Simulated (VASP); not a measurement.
An input for Quantum ESPRESSO's pw.x (written as the equivalent of a VASP run, and not itself run):

```
&CONTROL
  calculation = 'scf'
  pseudo_dir = './pseudo'
  outdir = './out'
  tprnfor = .true.
  tstress = .true.
/
&SYSTEM
  ibrav = 0
  nat = 4
  ntyp = 2
  ecutwfc = 84
  occupations = 'smearing'
  smearing = 'gaussian'
  degauss = 0.000735
  input_dft = 'pbe'
  nosym = .true.
/
&ELECTRONS
  conv_thr = 7.3e-08
  electron_maxstep = 100
/
ATOMIC_SPECIES
  Mg 24.305 Mg.upf
  Te 127.600 Te.upf
CELL_PARAMETERS angstrom
     4.6985290    0.0000000    0.0000000
    -2.3492640    4.0690450    0.0000000
     0.0000000    0.0000000    7.6133420
ATOMIC_POSITIONS crystal
  Mg   0.3333330  0.6666670  0.9959900
  Mg   0.6666670  0.3333330  0.4959900
  Te   0.3333330  0.6666670  0.3740100
  Te   0.6666670  0.3333330  0.8740100
K_POINTS automatic
  4 4 3 0 0 0
```

Q: Translate this input to VASP (INCAR, KPOINTS, POSCAR, choice of POTCAR).

A: This is not unique; one that fits is 
KPOINTS:
```
Automatic mesh
0
Gamma
4 4 3
0 0 0
```

POSCAR:
```
MgTe
7.6133420
  0.6171440873   0.0000000000   0.0000000000
 -0.3085719780   0.5344623951   0.0000000000
  0.0000000000   0.0000000000   1.0000000000
Mg Te
2 2
Direct
  0.3333330000   0.6666670000   0.9959900000
  0.6666670000   0.3333330000   0.4959900000
  0.3333330000   0.6666670000   0.3740100000
  0.6666670000   0.3333330000   0.8740100000
```

### INCAR
```
SYSTEM = MgTe
PREC = Accurate; ENCUT = 300; LREAL = .FALSE.
LASPH = .TRUE.; ISYM = 0
EDIFF = 1E-6; NELM = 100; ALGO = Normal
LMAXMIX = 4
ISMEAR = 0; SIGMA = 0.01
GGA = PE
ISIF = 2
LWAVE = .FALSE.; LCHARG = .FALSE.
```

POTCAR, in this order: Mg Te (PBE.64 set). Program: vasp_std.

What does not carry over: the potentials are each code's own (VASP's PAW set, PseudoDojo norm-conserving files in pw.x), so ENCUT and ecutwfc are chosen apart and not converted; conv_thr bounds pw.x's estimated SCF error, while EDIFF bounds the energy change between steps.

The structure comes from a computed database's MgTe entry; how it stands against other phases isn't given here. The cell was not relaxed at this level. The run is one of a series of settings (ISYM = 0 against the base run), some of them coarse on purpose.
